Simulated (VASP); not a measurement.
Calculation: r2SCAN meta-GGA, VASP's PBE PAW potentials (set 64) (plane waves; VASP).

A VASP calculation is set up with these files.

### POSCAR
```
YSi2
1
    2.8144162893    -2.8165088809     0.0026553954
    2.8144162893     2.8165088809     0.0026553954
   -2.7035497730     0.0000000000     7.2544214850
Y Si
2 4
Direct
  0.6240646182   0.3759353818   0.7500000000
  0.3759353818   0.6240646182   0.2500000000
  0.0423311013   0.7908196911   0.5853256781
  0.9576688987   0.2091803089   0.4146743219
  0.2091803089   0.9576688987   0.9146743219
  0.7908196911   0.0423311013   0.0853256781
```

**INCAR**
```
# general
SYSTEM  = YSi2
PREC    = Accurate
ENCUT   = 400   # plane-wave cut-off (eV)
LREAL   = .FALSE.   # projection in real space or not
LASPH   = .TRUE.   # aspherical one-centre terms

# electronic loop
EDIFF   = 1E-6   # SCF stop (eV)
NELM    = 100
ALGO    = Normal   # blocked Davidson
LMAXMIX = 4
LMIXTAU = .TRUE.

# smearing
ISMEAR  = 1
SIGMA   = 0.1   # width (eV)

# functional
METAGGA = R2SCAN

# ions
IBRION  = 2
NSW     = 60
ISIF    = 3
EDIFFG  = -0.02   # ionic stop

# output
LWAVE   = .FALSE.
LCHARG  = .FALSE.
```

File KPOINTS:
```
Regular mesh
0
Gamma
 7 7 4
0 0 0
```

POTCAR, in this order: Y_sv Si (PBE.64 set). Program: vasp_std.

Output

**OSZICAR**
```
       N       E                     dE             d eps       ncg     rms          rms(c)
DAV:   1     0.915091465513E+02    0.91509E+02   -0.16070E+04  2760   0.129E+03
DAV:   2    -0.745537948097E+02   -0.16606E+03   -0.16398E+03  3283   0.284E+02
DAV:   3    -0.878022941420E+02   -0.13248E+02   -0.13090E+02  5100   0.528E+01
DAV:   4    -0.884301367602E+02   -0.62784E+00   -0.62565E+00  3687   0.121E+01
DAV:   5    -0.884534986441E+02   -0.23362E-01   -0.23360E-01  4341   0.204E+00    0.371E+01
DAV:   6    -0.821540838465E+02    0.62994E+01   -0.54276E+00  4003   0.129E+01    0.235E+01
DAV:   7    -0.772044088898E+02    0.49497E+01   -0.52548E+00  3696   0.138E+01    0.341E+00
DAV:   8    -0.814070003775E+02   -0.42026E+01   -0.31347E+00  3303   0.101E+01    0.761E+00
DAV:   9    -0.807602283305E+02    0.64677E+00   -0.19508E-01  3808   0.281E+00    0.673E+00
DAV:  10    -0.789054036523E+02    0.18548E+01   -0.27537E-01  3387   0.428E+00    0.262E+00
DAV:  11    -0.790629506315E+02   -0.15755E+00   -0.54790E-01  3082   0.660E+00    0.244E+00
DAV:  12    -0.790611088795E+02    0.18418E-02   -0.51895E-02  4119   0.153E+00    0.119E+00
DAV:  13    -0.790558818485E+02    0.52270E-02   -0.21321E-03  4338   0.267E-01    0.108E+00
DAV:  14    -0.790880464488E+02   -0.32165E-01   -0.43908E-02  3005   0.147E+00    0.105E+00
DAV:  15    -0.790816765295E+02    0.63699E-02   -0.20344E-02  3655   0.101E+00    0.261E-01
DAV:  16    -0.790914164588E+02   -0.97399E-02   -0.98292E-03  3033   0.798E-01    0.425E-01
DAV:  17    -0.790923128036E+02   -0.89634E-03   -0.13551E-03  4361   0.181E-01    0.351E-01
DAV:  18    -0.790922272148E+02    0.85589E-04   -0.63341E-05  3989   0.579E-02    0.399E-01
DAV:  19    -0.790925623821E+02   -0.33517E-03   -0.40524E-03  3793   0.417E-01    0.890E-02
DAV:  20    -0.790926706198E+02   -0.10824E-03   -0.16548E-04  4361   0.825E-02    0.568E-02
DAV:  21    -0.790926682795E+02    0.23403E-05   -0.61252E-05  3488   0.490E-02    0.716E-02
DAV:  22    -0.790926691215E+02   -0.84205E-06   -0.99063E-05  3538   0.679E-02    0.592E-02
DAV:  23    -0.790926825125E+02   -0.13391E-04   -0.78076E-06  3426   0.234E-02    0.450E-02
DAV:  24    -0.790926942568E+02   -0.11744E-04   -0.37046E-06  3015   0.162E-02    0.208E-02
DAV:  25    -0.790926937245E+02    0.53236E-06   -0.17677E-06  2220   0.140E-02
   1 F= -.79092694E+02 E0= -.79092343E+02  d E =-.790927E+02
```

File OUTCAR:
```
------------------------ aborting loop because EDIFF is reached ----------------------------------------
  FORCE on cell =-STRESS in cart. coord.  units (eV):
  Direction    XX          YY          ZZ          XY          YZ          ZX
  --------------------------------------------------------------------------------------
  Total        0.0253192      0.0206952     -0.0103239      0.0000000      0.0000000     -0.0056425
  in kB        0.3525942      0.2882015     -0.1437706      0.0000000      0.0000000     -0.0785769
  external PRESSURE =       0.1656750 kB  Pullay stress =       0.0000000 kB
  volume of cell :      115.05
      direct lattice vectors                 reciprocal lattice vectors
     2.814416289 -2.816508881  0.002655395     0.177594286 -0.177524738  0.066185153
     2.814416289  2.816508881  0.002655395     0.177594286  0.177524738  0.066185153
    -2.703549773  0.000000000  7.254421485    -0.000130013  0.000000000  0.137798515
 POSITION                                       TOTAL-FORCE (eV/Angst)
 -----------------------------------------------------------------------------------
      0.78675     -0.69886      5.44347        -0.000000      0.015118      0.000000
      2.13853      0.69886      1.81626        -0.000000     -0.015118      0.000000
      0.76238      2.10812      4.24841        -0.009174      0.012362      0.002165
      2.16291     -2.10812      3.01132         0.009174     -0.012362     -0.002165
      0.81113      2.10812      6.63853         0.009174      0.012362     -0.002165
      2.11415     -2.10812      0.62120        -0.009174     -0.012362      0.002165
 -----------------------------------------------------------------------------------
    total drift:                               -0.000000     -0.000000     -0.000000
  FREE ENERGIE OF THE ION-ELECTRON SYSTEM (eV)
  ---------------------------------------------------
  free  energy   TOTEN  =       -79.0926937245 eV

  energy  without entropy=      -79.0916429908  energy(sigma->0) =      -79.09234348

 reached required accuracy - stopping structural energy minimisation
```
(Selected blocks of OUTCAR.)

**OUTCAR**
```
 val. band max:        7.2062922839   @ k =  -0.2857   0.1429   0.0000

 cond. band min:       7.2425564708   @ k =  -0.2857   0.0000   0.2500


 Fermi energy:         7.2121949092

 k-point     1 :       0.0000    0.0000    0.0000
  band No.  band energies     occupation
      1     -37.2018      2.00000
      2     -37.1938      2.00000
      3     -16.7066      2.00000
      4     -16.5533      2.00000
      5     -16.5290      2.00000
      6     -16.5259      2.00000
      7     -16.5232      2.00000
      8     -16.5197      2.00000
      9      -5.6298      2.00000
     10      -3.3555      2.00000
     11      -2.1030      2.00000
     12       3.3770      2.00000
     13       3.4332      2.00000
     14       3.4592      2.00000
     15       4.5959      2.00000
     16       4.5990      2.00000
     17       4.7956      2.00000
     18       6.0939      2.00000
     19       6.4029      2.00000
     20       6.7937      2.00000
     21       8.4274     -0.00000
     22       8.9782     -0.00000
     23       9.0706     -0.00000

 k-point     2 :       0.1429    0.0000   -0.0000
  band No.  band energies     occupation
      1     -37.2001      2.00000
      2     -37.1927      2.00000
      3     -16.6963      2.00000
      4     -16.5681      2.00000
      5     -16.5530      2.00000
      6     -16.5448      2.00000
      7     -16.5242      2.00000
      8     -16.5176      2.00000
      9      -5.4297      2.00000
     10      -3.3582      2.00000
     11      -1.8677      2.00000
     12       2.1537      2.00000
     13       3.3326      2.00000
     14       3.4021      2.00000
     15       3.8473      2.00000
     16       4.6587      2.00000
     17       5.4582      2.00000
     18       6.2965      2.00000
     19       6.3866      2.00000
     20       7.7029     -0.00000
     21       7.9112     -0.00000
     22       8.2585     -0.00000
     23       8.5438     -0.00000

 k-point     3 :       0.2857   -0.0000    0.0000
...
```

The structure comes from a computed database's YSi2 entry (C2/c); how it stands against other phases isn't given here. It was relaxed first. The start is the result of an earlier pass.
